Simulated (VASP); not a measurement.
A run of VASP 6.6.1:

File INCAR:

```
PREC = Accurate ; ENCUT = 520
EDIFF = 1E-7 ; ISMEAR = 0
SIGMA = 0.05 ; LREAL = F
LASPH = T ; NELM = 100
ALGO = Normal ; ISIF = 2
LWAVE = F ; LCHARG = F
GGA = PS ; NBANDS = 36
```

File KPOINTS:

```
Automatic mesh
0
Gamma
  5 5 5
```

The input POSCAR:

```
Sn3Bi
1.0
    0.0000000000      3.8490170000      3.8490170000
    3.8490170000      0.0000000000      3.8490170000
    3.8490170000      3.8490170000      0.0000000000
Sn Bi
3 1
Direct
    0.0000000000      0.0000000000      0.0000000000
    0.2500000000      0.2500000000      0.2500000000
    0.7500000000      0.7500000000      0.7500000000
    0.5000000000      0.5000000000      0.5000000000
```

Potentials or basis: VASP PAW PBE potentials, release 64 (Sn_d, Bi_d).

Launch:

```console
$ cat potpaw_PBE.64/Sn_d/POTCAR potpaw_PBE.64/Bi_d/POTCAR > POTCAR
$ mpirun -np 1 vasp_std > vasp.out
```

Hardware: 1 thread of AMD EPYC 9R45 (Zen 5) (shared host).

Question: How long does it take, and how much memory?

Answer: Run time: 25 s on 1 thread of AMD EPYC 9R45 (Zen 5) (shared host), peak memory 0.22 GiB. Counts: scf iterations 14, k points 10.
